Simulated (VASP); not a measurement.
Wanted: the native input for a VASP 6.6.1 run.

```
Task                      : relaxation of the atoms
Functional                : PBEsol
Potentials or basis       : VASP PAW PBE potentials, release 64 (Cs_sv)
Cutoff                    : 520 eV
k mesh                    : 6 × 6 × 1
Occupations               : gaussian, width 0.05 eV
Spin                      : no spin polarisation
Dipole correction         : yes
Atoms held fixed (from 0) : [0]
Further INCAR settings    : ALGO = Normal; EDIFF = 1e-07; IBRION = 2; EDIFFG = -0.01; NSW = 60
```

The structure of Cs lies in POSCAR:

```
Cs
1.0
    5.5837899523      0.0000000000      0.0000000000
   -2.7918949762      4.8357039481      0.0000000000
    0.0000000000      0.0000000000     24.1182908094
Cs
3
Selective dynamics
Direct
    0.6666666667      0.3333333333      0.3109673094  F F F
    0.3333333333      0.6666666667      0.5000000000  T T T
    0.0000000000      0.0000000000      0.6890326906  T T T
```

The cell isn't the ideal one: the (1 1 1) slab of Cs, cut from the database cell, not relaxed.

One way to write it, as run:

INCAR

```
SYSTEM = Cs
  PREC = Accurate
  ENCUT = 520
  EDIFF = 1E-7
  ISMEAR = 0
  SIGMA = 0.05
  LREAL = .FALSE.
  LASPH = .TRUE.
  NELM = 80
  ALGO = Normal
  ISIF = 2
  LWAVE = .FALSE.
  LCHARG = .FALSE.
  LDIPOL = .TRUE.
  IDIPOL = 3
  DIPOL = 0.5 0.5 0.500
  GGA = PS
  IBRION = 2
  NSW = 60
  EDIFFG = -0.01
```

KPOINTS

```
Automatic mesh
0
G
  6 6 1
  0 0 0
```

Potentials or basis: VASP PAW PBE potentials, release 64 (Cs_sv).

The run is started by

```console
$ cat potpaw_PBE.64/Cs_sv/POTCAR > POTCAR
$ mpirun -np 1 vasp_std > vasp.out
```

It gave:

The energy gained by relaxing is 3.5 meV/atom and the ionic steps are 13. The band gap on the k mesh is none (metal or under the smearing width).

Wall time 13 min on 1 thread of Intel(R) Xeon(R) 6975P-C (Granite Rapids), with other jobs on the host, peak memory 0.71 GiB.
